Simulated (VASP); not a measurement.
Wanted: the native input for a VASP 6.6.1 run.

```yaml
Task: relaxation of cell and atoms
Functional: PBE
Potentials_or_basis: VASP PAW PBE potentials, release 64 (Rb_sv, P)
Cutoff: 600 eV
k_mesh: 4 × 4 × 4
Occupations: gaussian, width 0.1 eV
Spin: no spin polarisation
Dipole_correction: no
Further_INCAR_settings: ALGO = Fast; EDIFF = 1e-06; IBRION = 2; EDIFFG = -0.04; NSW = 90; ISIF = 3
```

The structure of RbP3 lies in POSCAR:

```
RbP3
1.0
    5.0763637800      0.0000000000      0.0000000000
    0.0000000000      5.0763637800      0.0000000000
    0.0000000000      0.0000000000      5.0763637800
Rb P
1 3
Direct
    0.0000000000      0.0000000000      0.0000000000
    0.0000000000      0.5000000000      0.5000000000
    0.5000000000      0.5000000000      0.0000000000
    0.5000000000      0.0000000000      0.5000000000
```

The cell was built by a generator and needn't be a form met in nature.

The cell isn't the ideal one: species swapped into the Gd3Dy type (Pm-3m, No. 221).

These files were run (other wordings do the same):

INCAR

```
PREC = Accurate
ENCUT = 600
EDIFF = 1E-6
ISMEAR = 0
SIGMA = 0.1
LREAL = F
LASPH = T
NELM = 60
ALGO = Fast
ISIF = 3
LWAVE = F
LCHARG = F
GGA = PE
IBRION = 2
NSW = 90
EDIFFG = -0.04
```

KPOINTS

```
Automatic mesh
0
Gamma
  4 4 4
```

Potentials or basis: VASP PAW PBE potentials, release 64 (Rb_sv, P).

Launch:

```console
$ cat potpaw_PBE.64/Rb_sv/POTCAR potpaw_PBE.64/P/POTCAR > POTCAR
$ mpirun -np 1 vasp_std > vasp.out
```

It gave:

```yaml
Relaxed_volume: 20.89 Å³/atom
Relaxed_cell: a = 4.372 Å, b = 4.372 Å, c = 4.372 Å, α = 90.00°, β = 90.00°, γ = 90.00°
Space_group_after_relaxing_to_0.05_Å: Pm-3m (No. 221)
Energy_gained_by_relaxing: 442.8 meV/atom
Ionic_steps: 5
Pressure_after_relaxing: 0.0 GPa
Band_gap_on_the_k_mesh: none (metal or under the smearing width)
```

Caveat: the volume moved by over 15 % at a fixed basis, so the end points are rough.

Run time: 2 min on 1 thread of Intel(R) Xeon(R) Platinum 8488C (Sapphire Rapids), on a shared host, peak memory 0.27 GiB.
